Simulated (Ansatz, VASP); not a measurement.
## Be2Al in two plane-wave programs

One calculation is typed for both programs; each brings its own data sets. How far apart do they land? The cell is generated by rule, not measured, and may not be a known phase. The cell is taken from a series of runs on this material, whose earlier steps may have relaxed, scaled, displaced or heated it; both programs get it as it stands.

Method: plane waves, with VASP 6.6.1 beside it; relaxation of cell and atoms at PBEsol, in Ansatz 0.2.0.

The structure was built from a prototype and need not be the compound's stable phase.

## (1) The starting structure

It takes space group P6/mmm (No. 191, hexagonal). The conventional cell has a = 3.699 Å, b = 3.699 Å, c = 2.755 Å, α = 90.00°, β = 90.00°, γ = 120.00°. Nearest to Be lie 3 Be at 2.14 Å and 6 Al at 2.54 Å. Nearest to Al lie 12 Be at 2.54 Å and 2 Al at 2.75 Å. Farther neighbours are not listed.

## (2) Ansatz: relaxation of cell and atoms, PBEsol

Ansatz runs on its default PAW (the set named soft_2) files.

The relaxed volume is the usual yardstick between codes: in a stiff, nearly cubic crystal its relative difference is about their pressure difference at one cell divided by the bulk modulus.

input.yaml reads:

```yaml
crystal:
  lattice:
    - [3.6989178988, 0.0, 0.0]
    - [-1.8494589494, 3.2033568669, 0.0]
    - [0.0, 0.0, 2.7549504402]
  atoms:
    - { symbol: Be, position: [0.3333333333, 0.6666666667, 0.5] }
    - { symbol: Be, position: [0.6666666667, 0.3333333333, 0.5] }
    - { symbol: Al, position: [0.0, 0.0, 0.0] }
kpoints:
  mp_grid: { grid: [12, 12, 14] }
hamiltonian:
  xc: pbesol
scf:
  occupations: { method: methfessel_paxton, width: 0.15 }
output:
  forces: true
  stress: true
  eigenvalues: true
relax:
  adjacent_minimum: "off"
  f_tol: 0.001
  max_steps: 60
  cell: { stress_tol: 0.01 }
```

Started as:

```bash
$ ansatz run input.yaml --threads 4 --pin off --max-ram 7168MiB --backend cpu --events-out ev --progress --plain --runs-dir out
```

Numbers of over 12 decimals in the logs are rounded to 6 here.

Log:

```text
Engine: ansatz 0.2.0, aarch64-unknown-linux-gnu
Pseudopotentials: kind: paw
Pseudopotential: Be, paw, valence charge 2, recommended cutoff 420 eV (normal), Be.paw.azcp
Pseudopotential: Al, paw, valence charge 3, recommended cutoff 420 eV (normal), Al.paw.azcp
Functional definition: PBEsol
  exchange = pbesol_x
  correlation = pbesol_c
Crystal: 3 atoms, lattice volume = 32.643 Å³
Basis set: ecut = 420 eV, 657 PW (Γ), exchange–correlation on 50×50×40 points (8 copies of the dense FFT grid, shifted against one another)
Bands: 8, of which v1, the nominal top of the filled ones, is band 4 counted from 1 (3 counted from 0)
Symmetry: 24 space group operations
Space group: P6/mmm (ITA 191), of the structure as read, at distance tolerance 3.2e-5 Å
k-points: 152 of 2016
Non-local potential: Be, projectors of the file, l = 0: 2, l = 1: 2, l = 2: 1
Non-local potential: Al, projectors of the file, l = 0: 2, l = 1: 2, l = 2: 1
PAW form: soft (Blöchl's): semilocal exchange-correlation on the pseudo side does not see the compensation charge
PAW frozen core: Be, regenerated for the run's functional, and the local potential with it (the file was generated under x = pbe(κ = 0.804, μ = 0.219515), c = pbe(β = 0.066725))
PAW frozen core: Al, regenerated for the run's functional, and the local potential with it (the file was generated under x = pbe(κ = 0.804, μ = 0.219515), c = pbe(β = 0.066725))
PAW one-centre angular grid: Be, 110 points (default); XC on 64 Gauss nodes
PAW one-centre angular grid: Al, 110 points (default); XC on 64 Gauss nodes
Initial density: superposition of atomic densities (neutral atoms: chi_scale 0, normalization atom), corrected by the library's trained network
Initial wavefunctions: pseudopotential atomic-orbital guess
Functional: x = pbesol(κ = 0.804, μ = 0.123457), c = pbesol(β = 0.046)
SCF iter   1: F=—  HF=-704.536287 eV  |F-HF|=—  |Δ(HF+E_count)|=         —  Δρ=1.39e-3  dr2=3.72e-4  ethr=1.77e-3  ⟨swp⟩=5.0  Hψ=9425  notcnv=0
preconditioner: auto → none  [metal: Δε(μ)=0.043 eV  Ē_g=9.258 eV  σ=0.150 eV  W_gap=0.24  n_scr=6 (ndim 8)  ℏωp=17.2 eV  f_vac=0.000  D(μ)=0.81/eV (n_scr^D=6)  sad-step TF]
SCF iter   2: F=—  HF=-704.536227 eV  |F-HF|=—  |Δ(HF+E_count)|=   6.02e-5  S|Δr|=    0.00e0  Δρ=8.16e-4  dr2=1.46e-4  ethr=5.31e-6  ⟨swp⟩=1.5  Hψ=2509  notcnv=0
SCF iter   3: F=—  HF=-704.536211 eV  |F-HF|=—  |Δ(HF+E_count)|=   1.63e-5  S|Δr|=    0.00e0  Δρ=1.21e-4  dr2=1.01e-5  ethr=2.08e-6  ⟨swp⟩=2.1  Hψ=1667  notcnv=0
SCF iter   4: F=—  HF=-704.536193 eV  |F-HF|=—  |Δ(HF+E_count)|=   1.80e-5  S|Δr|=    0.00e0  Δρ=2.64e-5  dr2=3.49e-7  ethr=1.44e-7  ⟨swp⟩=2.0  Hψ=1650  notcnv=0
SCF iter   5: F=-704.536193 eV  HF=-704.536193 eV  |F-HF|=3.12e-8  |Δ(HF+E_count)|=   2.15e-7  S|Δr|=    0.00e0  Δρ=8.19e-6  dr2=4.40e-8  ethr=1.43e-9  ⟨swp⟩=5.4  Hψ=5689  notcnv=0
SCF 1 converged in 5 iterations: F = -704.536193 eV  dr2 = 4.40e-8
  greatest PAW one-centre occupation: 0.413 electrons in one spin orbital (limit 2), on the Al atom at site 2 (counted from 0), in its partial waves of l = 0
relax step   1: F+E_penalty+E_count = -704.53619261 eV  Δ(F+E_penalty+E_count) = +0.000e0 eV  max|allowed force component| = 1.110e-16 eV/Å  Δτ_max = 0.0000 Å  P = -0.046 GPa  Ω = 32.643 Å³  (5 SCF iters, dr2 threshold 1.00e-7 eV, accepted)
[...]
relax step   2: F+E_penalty+E_count = -704.53663506 eV  Δ(F+E_penalty+E_count) = -4.425e-4 eV  max|allowed force component| = 1.419e-16 eV/Å  Δτ_max = 0.0000 Å  P = -0.002 GPa  Ω = 32.677 Å³  energy of the carried Pulay correction = -1.252e-5 eV  (3 SCF iters, dr2 threshold 3.00e-7 eV, accepted)
[...]
relax step   3: F+E_penalty+E_count = -704.53666261 eV  Δ(F+E_penalty+E_count) = -2.755e-5 eV  max|allowed force component| = 1.789e-16 eV/Å  Δτ_max = 0.0000 Å  P = -0.004 GPa  Ω = 32.668 Å³  energy of the carried Pulay correction = -9.610e-6 eV  (2 SCF iters, dr2 threshold 8.82e-8 eV, accepted)
[...]
relax step   4: F+E_penalty+E_count = -704.53667259 eV  Δ(F+E_penalty+E_count) = -9.983e-6 eV  max|allowed force component| = 1.604e-16 eV/Å  Δτ_max = 0.0000 Å  P = -0.004 GPa  Ω = 32.668 Å³  stress off target by 8.75e-3 GPa  SCF on the basis re-selected at this cell (its energy is not comparable with the rows above)  (4 SCF iters)
basis re-selected at this cell: Δ(F+E_penalty+E_count) = -9.983e-6 eV, ΔP = +0.000 GPa vs the last step (what re-selecting the basis moved, of the pressure what is left beyond the Pulay correction that the steps carried, after the strain that the cell walked since its last selection, with what the two solves' SCF thresholds leave and, on support functions, any second-order correction that the steps lacked; it is no m [...]
SCF converged after 4 iterations
Stability not checked: this state was not tested for a lower state beside it, because cold or Methfessel-Paxton smearing, or corrected tetrahedra, fill the levels in a way that the test cannot read (fill_not_monotonic; see scf.lower_state_search)
Free energy (F): -704.536673 eV
Harris-Foulkes:  -704.536673 eV  (|F-HF|=7.96e-13)
Internal energy: -704.536588 eV  (E = F + TS)
E sigma→0 (E₀):  -704.536651 eV
Entropy (-TS):   -0.000085 eV (-0.028 meV/atom)
Fermi energy:    7.815557 eV
--- Per-component energies (eV) ---
  E_band       = 22.751507
  E_kinetic    = 64.470612
  E_local      = 14.394136  (includes V_loc(G=0)·N_el)
  E_nonlocal   = 19.380157
  E_hartree    = 0.784214
  E_xc         = -78.553166
  E_vxc        = -70.660724  (∫ρ·V_xc dr)
  E_paw        = -569.254089  (= ΣΔE_a)
  E_vpaw       = -6.401098  (= ΣTr[D̂ρ^β])
  E_aug_tail   = -0.000005  (compensation charges beyond the density's cutoff)
  E_ewald      = -155.796650
  E_core_change = 0.038202  (= ΣΔE_core)
  E_smearing   = -0.000085  (= −TS)
  E_closure    = -0.000000  (closes the sum)
  Σ components = -704.536673   (vs F -704.536673, Δ=0.00e0)
--- Forces (eV/Å), atoms counted from 1 ---
  atom   1  Be     0.00000000    -0.00000000     0.00000000
  atom   2  Be     0.00000000     0.00000000     0.00000000
  atom   3  Al    -0.00000000     0.00000000     0.00000000
  max |Σ_I F_I| component: 3.70e-17 eV/Å
--- Stress (GPa, compression-positive) ---
       -0.008747      -0.000000       0.000000
       -0.000000      -0.008747       0.000000
        0.000000       0.000000       0.006694
  P = ⅓ Tr σ = -0.0036 GPa (-0.036 kbar)
--- Band table (eV; the first three rows and the last of 152) ---
  k-point 0: bands = ["-3.3234", "7.5380", "7.5380", "8.5229", "8.5229", "11.7257", "11.8188", "13.5927"]
  k-point 1: bands = ["-3.2352", "7.6236", "7.6236", "8.6105", "8.6105", "10.4094", "12.5526", "13.5633"]
  k-point 2: bands = ["-2.9710", "7.8776", "7.8776", "8.7045", "8.8726", "8.8726", "13.0243", "13.4811"]
  k-point 151: bands = ["3.3729", "4.9819", "4.9819", "5.5474", "5.5474", "6.5682", "15.4397", "17.8377"]
--- Relaxed structure (3 steps of the walk, 3 accepted, 1 SCFs on fresh bases) ---
  F+E_penalty+E_count = -704.53667259 eV   max|allowed force component| = 1.604e-16 eV/Å   (the final SCF, on the basis selected at the relaxed cell)
  cell:  # Å, volume = 32.6685 Å³
    - [3.692762, 0.0, 0.0]
    - [-1.846381, 3.198025, 0.0]
    - [0.0, 0.0, 2.766279]
  atoms:
    - { symbol: Be, position: [0.333333, 0.666667, 0.500000] }
    - { symbol: Be, position: [0.666667, 0.333333, 0.500000] }
    - { symbol: Al, position: [0, 0, 0.0] }
```

## (3) VASP: relaxation of cell and atoms, PBEsol

The same cell, functional, mesh and smearing now go to VASP, with its own data sets.

Lines of VASP's logs that name or quote its potential files are left out, and so is its time.

INCAR reads:

```
SYSTEM = Be2Al
PREC = Accurate
ENCUT = 600
EDIFF = 1E-07
NELM = 120
ISMEAR = 1
SIGMA = 0.15
LREAL = .FALSE.
ALGO = Normal
GGA = PS
NBANDS = 9
LORBIT = 11
LWAVE = .FALSE.
LCHARG = .FALSE.
ISIF = 3
IBRION = 2
NSW = 80
EDIFFG = -0.005
LASPH = .TRUE.
GGA_COMPAT = .FALSE.
NELMIN = 4
KPAR = 2
```

POSCAR reads:

```
Be2Al
1.0
    3.6989180000      0.0000000000      0.0000000000
   -1.8494590000      3.2033570000      0.0000000000
    0.0000000000      0.0000000000      2.7549500000
Be Al
2 1
Direct
    0.3333332813      0.6666665626      0.5000000000
    0.6666667187      0.3333334374      0.5000000000
    0.0000000000      0.0000000000      0.0000000000
```

KPOINTS reads:

```
Automatic mesh
0
Gamma
12 12 14
0 0 0
```

Potentials, in the order of the species: Be and Al (PBE family, release 64).

Started as:

```bash
$ mpirun -np 2 vasp_std
```

Log:

```text
[banner, memory and clock lines left out]
running    2 mpi-ranks, on    1 nodes
 distrk:  each k-point on    1 cores,    2 groups
 distr:  one band on    1 cores,    1 groups

 POSCAR found type information on POSCAR BeAl
 POSCAR found :  2 types and       3 ions
|                                                                             |
|               ----> ADVICE to this user running VASP <----                  |
|                                                                             |
|     You enforced a specific xc type in the INCAR file but a different       |
|     [... a line on the potential file left out ...]
|     I HOPE YOU KNOW WHAT YOU ARE DOING!                                     |
|                                                                             |

 LDA part: xc-table for (Slater+PW92), standard interpolation
 POSCAR, INCAR and KPOINTS ok, starting setup
 FFT: planning ... GRIDC
 FFT: planning ... GRID_SOFT
 FFT: planning ... GRID
 WAVECAR not read
 entering main loop
       N       E                     dE             d eps       ncg     rms          rms(c)
DAV:   1     0.224922261511E+00    0.22492E+00   -0.26912E+03  2752   0.619E+02
DAV:   2    -0.114852692364E+02   -0.11710E+02   -0.11133E+02  4040   0.866E+01
DAV:   3    -0.117347477116E+02   -0.24948E+00   -0.24443E+00  3640   0.103E+01
DAV:   4    -0.117366079157E+02   -0.18602E-02   -0.18593E-02  3728   0.100E+00
DAV:   5    -0.117366185201E+02   -0.10604E-04   -0.10604E-04  3632   0.603E-02    0.286E+00
DAV:   6    -0.114525120444E+02    0.28411E+00   -0.37541E-01  3141   0.272E+00    0.138E+00
DAV:   7    -0.113792057935E+02    0.73306E-01   -0.24228E-01  3497   0.215E+00    0.300E-01
DAV:   8    -0.113773197084E+02    0.18861E-02   -0.69139E-03  3051   0.538E-01    0.146E-01
DAV:   9    -0.113771529220E+02    0.16679E-03   -0.99428E-04  3271   0.148E-01    0.372E-02
DAV:  10    -0.113771014171E+02    0.51505E-04   -0.14427E-04  3073   0.616E-02    0.124E-02
DAV:  11    -0.113771011146E+02    0.30250E-06   -0.88399E-06  3783   0.167E-02    0.266E-03
DAV:  12    -0.113771009226E+02    0.19191E-06   -0.72452E-07  3084   0.440E-03    0.531E-04
DAV:  13    -0.113771009267E+02   -0.40687E-08   -0.18693E-08  1686   0.835E-04
   1 F= -.11377101E+02 E0= -.11376945E+02  d E =-.113771E+02
 curvature:   0.00 expect dE= 0.000E+00 dE for cont linesearch  0.000E+00
 trial: gam= 0.00000 g(F)=  0.813E-44 g(S)=  0.571E-03 ort = 0.000E+00 (trialstep = 0.100E+01)
 search vector abs. value=  0.571E-03
 bond charge predicted
       N       E                     dE             d eps       ncg     rms          rms(c)
DAV:   1    -0.113775197132E+02   -0.41879E-03   -0.28418E-03  3358   0.310E-01    0.247E-02
DAV:   2    -0.113775016745E+02    0.18039E-04   -0.42862E-05  3242   0.407E-02    0.137E-02
DAV:   3    -0.113774963595E+02    0.53150E-05   -0.17337E-05  3381   0.181E-02    0.308E-03
DAV:   4    -0.113774962557E+02    0.10383E-06   -0.72034E-07  3053   0.504E-03    0.162E-03
DAV:   5    -0.113774962538E+02    0.18991E-08   -0.28107E-08  1687   0.988E-04
   2 F= -.11377496E+02 E0= -.11377424E+02  d E =-.395327E-03
 trial-energy change:   -0.000395  1 .order   -0.000392   -0.000571   -0.000213
 step:   1.5464(harm=  1.5939)  dis= 0.00000  next Energy=   -11.377555 (dE=-0.454E-03)
 bond charge predicted
       N       E                     dE             d eps       ncg     rms          rms(c)
DAV:   1    -0.113775646982E+02   -0.68443E-04   -0.84100E-04  3357   0.169E-01    0.136E-02
DAV:   2    -0.113775590688E+02    0.56294E-05   -0.13051E-05  3247   0.223E-02    0.754E-03
DAV:   3    -0.113775574255E+02    0.16433E-05   -0.53968E-06  3409   0.101E-02    0.168E-03
DAV:   4    -0.113775574146E+02    0.10902E-07   -0.22002E-07  2729   0.280E-03
   3 F= -.11377557E+02 E0= -.11377531E+02  d E =-.456488E-03
 curvature:  -0.79 expect dE=-0.177E-05 dE for cont linesearch -0.160E-06
 trial: gam=-0.01489 g(F)=  0.126E-43 g(S)=  0.223E-05 ort = 0.107E-04 (trialstep = 0.111E+01)
 search vector abs. value=  0.204E-05
 reached required accuracy - stopping structural energy minimisation
```

OUTCAR, selected parts (step 3):

```text
ion  position               nearest neighbor table
   1  0.333  0.667  0.500-   2 2.14   2 2.14   2 2.14   3 2.54   3 2.54   3 2.54   3 2.54   3 2.54
                             3 2.54
   2  0.667  0.333  0.500-   1 2.14   1 2.14   1 2.14   3 2.54   3 2.54   3 2.54   3 2.54   3 2.54
                             3 2.54
   3  0.000  0.000  0.000-   1 2.54   1 2.54   2 2.54   2 2.54   1 2.54   2 2.54   1 2.54   2 2.54
                             2 2.54   2 2.54   1 2.54   1 2.54

  LATTYP: Found a hexagonal cell.
 ALAT       =     3.6989180000
 C/A-ratio  =     0.7447988844

 Subroutine GETGRP returns: Found 24 space group operations
 (whereof 24 operations were pure point group operations)

The static configuration has the point symmetry D_6h.

 Found    152 irreducible k-points:

   k-points           NKPTS =    152   k-points in BZ     NKDIM =    152   number of bands    NBANDS=      9

   dimension x,y,z NGX =    30 NGY =   30 NGZ =   24
   dimension x,y,z NGXF=    60 NGYF=   60 NGZF=   48

   ENCUT  =  600.0 eV  44.10 Ry    6.64 a.u.   7.39  7.39  5.50*2*pi/ulx,y,z

   NELECT =       7.0000    total number of electrons

 k-points in reciprocal lattice and weights: Automatic mesh
   0.00000000  0.00000000  0.00000000       0.000
   0.08333333 -0.00000000  0.00000000       0.003
   0.16666667  0.00000000  0.00000000       0.003
   0.25000000 -0.00000000  0.00000000       0.003
   0.33333333 -0.00000000  0.00000000       0.003
   0.41666667  0.00000000  0.00000000       0.003
   0.50000000 -0.00000000  0.00000000       0.001
   0.08333333  0.08333333  0.00000000       0.003
   0.16666667  0.08333333  0.00000000       0.006
[...]
0.33333333  0.25000000  0.50000000       0.006
   0.33333333  0.33333333  0.50000000       0.001

 average (electrostatic) potential at core
       1 -32.3919       2 -32.3919       3 -72.9844

 E-fermi :   7.3035

 k-point     1 :       0.0000    0.0000    0.0000
  band No.  band energies     occupation
      1      -3.8345      2.00000
      2       7.0259      2.02512
      3       7.0259      2.02512
      4       8.0044     -0.00000
      5       8.0044     -0.00000
      6      11.2106      0.00000
      7      11.3072      0.00000
      8      13.0682      0.00000
    ...

 k-point     2 :       0.0833   -0.0000    0.0000
  band No.  band energies     occupation
      1      -3.7487      2.00000
      2       6.0764      2.00000
      3       6.3678      2.00000
      4       8.2793     -0.00000
      5       8.8482     -0.00000
      6      11.3947      0.00000
      7      11.8456      0.00000
      8      13.3632      0.00000
    ...

 k-point     3 :       0.1667    0.0000    0.0000
  band No.  band energies     occupation
      1      -3.4919      2.00000
      2       4.5888      2.00000
      3       5.5578      2.00000
      4       8.2549     -0.00000
      5      10.2135     -0.00000
      6      11.6563      0.00000
      7      13.1467      0.00000
      8      14.3131      0.00000
    ...

  Total        0.0067511      0.0067511      0.0069112     -0.0000000      0.0000000     -0.0000000
  in kB        0.3305765      0.3305765      0.3384162     -0.0000000      0.0000000     -0.0000000
  external PRESSURE =       0.3331897 kB  Pullay stress =       0.0000000 kB

  energy-cutoff  :      600.00
  volume of cell :       32.72
      direct lattice vectors                 reciprocal lattice vectors
     3.695048504  0.000000000  0.000000000     0.270632442  0.156249711 -0.000000000
    -1.847524252  3.200005918  0.000000000     0.000000000  0.312499422 -0.000000000
     0.000000000  0.000000000  2.767201006     0.000000000 -0.000000000  0.361375989

 POSITION                                       TOTAL-FORCE (eV/Angst)
 -----------------------------------------------------------------------------------
      0.00000      2.13334      1.38360        -0.000000     -0.000000     -0.000000
      1.84752      1.06667      1.38360         0.000000      0.000000      0.000000
      0.00000      0.00000      0.00000         0.000000     -0.000000     -0.000000
 -----------------------------------------------------------------------------------
    total drift:                                0.000000     -0.000000      0.000000

  FREE ENERGIE OF THE ION-ELECTRON SYSTEM (eV)
  ---------------------------------------------------
  free  energy   TOTEN  =       -11.3775574146 eV

  energy  without entropy=      -11.3774779831  energy(sigma->0) =      -11.37753094

 reached required accuracy - stopping structural energy minimisation

 total charge
# of ion       s       p       d       tot
------------------------------------------
    1        0.431   0.686   0.000   1.118
    2        0.431   0.686   0.000   1.118
    3        0.383   0.380   0.000   0.763
--------------------------------------------------
tot          1.246   1.752   0.000   2.999

[... 3 further parts left out ...]
```

CONTCAR:

```
Be2Al
   1.00000000000000
     3.6950485044231489    0.0000000000000000    0.0000000000000000
    -1.8475242522115745    3.2000059183878697    0.0000000000000000
     0.0000000000000000    0.0000000000000000    2.7672010062054548
  Be              Al
     2     1
Direct
     0.3333332812999998    0.6666665625999997    0.5000000000000000
     0.6666667187000002    0.3333334374000003    0.5000000000000000
     0.0000000000000000    0.0000000000000000    0.0000000000000000
```

## (4) Side by side

Known differences besides the potentials themselves: the cutoff is 420 eV in Ansatz and 600 eV in VASP; Ansatz makes its cores anew for this functional, VASP keeps those of its PBE data sets; Ansatz adds a Pulay correction to the stress that steers its cell, VASP none. Total energies have different zeros and are not compared.

Compared:

| quantity | Ansatz | VASP | difference |
| --- | --- | --- | --- |
| volume (Å³) | 32.67 | 32.72 | -0.16 % |
| edge a after relaxation, in the typed setting (Å) | 3.693 | 3.695 | -0.06 % |
| edge c after relaxation, in the typed setting (Å) | 2.766 | 2.767 | -0.03 % |

## (5) What came out

```json
{
  "difference in volume (relaxation of cell and atoms, PBEsol)": "-0.16 %"
}
```

What this shows: The difference in volume is -0.16 % (relaxation of cell and atoms, PBEsol), within the 1.2 % picked in this series as the mark of a large difference, as far as the stopping tolerances let one tell. Such differences can come from data sets, numerical settings and the points named under the comparisons, not from the functional's error against experiment.

[Lines on the potential files, build, host, timing and source positions are cut from VASP's logs without a mark.]

[Logs are printed without paths, hosts, clocks, repeated set-up lines and the standing remarks that a program may print on its own settings, such as how far it seeks lower states.]

[Hosts, paths, dates, database ids (printed as entryN), source tags and the programs' standing remarks are cut or masked in the printed files.]
